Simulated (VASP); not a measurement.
A convergence study with VASP on InSb (zinc blende): one setting is varied, all else stays as given below, so the limit is that of these other settings. The cell's lengths are 1 % over those of the tabulated start and one atom is moved, so it is off equilibrium.

```yaml
crystal:
  lattice:
    - [0.00000, 3.27240, 3.27240]
    - [3.27240, 0.00000, 3.27240]
    - [3.27240, 3.27240, 0.00000]
  atoms:
    - { symbol: In, position: [0.00000, 0.00000, 0.00000] }
    - { symbol: Sb, position: [0.24074, 0.25926, 0.25926] }
```

Method: PBEsol GGA, VASP's PBE PAW potentials (set 64) (plane waves; VASP). The tightest run used: 1000 eV cut-off, 8×8×8 Γ-centred mesh, Gaussian smearing of 0.050 eV, potentials In_d Sb.

Unless said otherwise, spin-orbit coupling is left out, though it shifts the bands of the heavy elements here. Gaps are read on the run's mesh, which can miss a band edge.

Question: The settings run are ENCUT = 150; ENCUT = 250; ENCUT = 350; ENCUT = 450; ENCUT = 550; ENCUT = 600; ENCUT = 650; ENCUT = 700; ENCUT = 750; ENCUT = 800; ENCUT = 850; ENCUT = 1000. From which on does the energy per atom stay within 0.002 eV/atom of the tightest run?

Answer: From ENCUT = 250 on: it is off by 0.0006 there and by no more than 0.002 in any finer run, while ENCUT = 150 is off by 2.0604.
| setting | E (eV/atom) | pressure (GPa) | gap on the mesh (eV) | plane waves | difference judged (eV/atom) |
|---|---|---|---|---|---|
| ENCUT = 150 | -1.7815 | -103.05 | 0.118 | 303 | 2.0604 |
| ENCUT = 250 | -3.8412 | -0.49 | 0.115 | 638 | 0.0006 |
| ENCUT = 350 | -3.8409 | -0.59 | 0.115 | 1056 | 0.0009 |
| ENCUT = 450 | -3.8417 | -0.39 | 0.115 | 1540 | 0.0001 |
| ENCUT = 550 | -3.8417 | -0.41 | 0.115 | 2085 | 0.0002 |
| ENCUT = 600 | -3.8418 | -0.40 | 0.115 | 2362 | 0.0000 |
| ENCUT = 650 | -3.8419 | -0.39 | 0.115 | 2685 | 0.0000 |
| ENCUT = 700 | -3.8419 | -0.39 | 0.115 | 2996 | 0.0000 |
| ENCUT = 750 | -3.8419 | -0.39 | 0.115 | 3294 | 0.0000 |
| ENCUT = 800 | -3.8419 | -0.39 | 0.115 | 3647 | 0.0000 |
| ENCUT = 850 | -3.8419 | -0.39 | 0.115 | 3984 | 0.0000 |
| ENCUT = 1000 | -3.8419 | -0.39 | 0.115 | 5084 | 0.0000 |

Left out are rungs that failed or repeat a setting and relaxations that didn't move; long series are thinned to 24 rows.

The compound is InSb in the zinc blende structure. The cell was not relaxed at this level, it is distorted from the ideal structure.
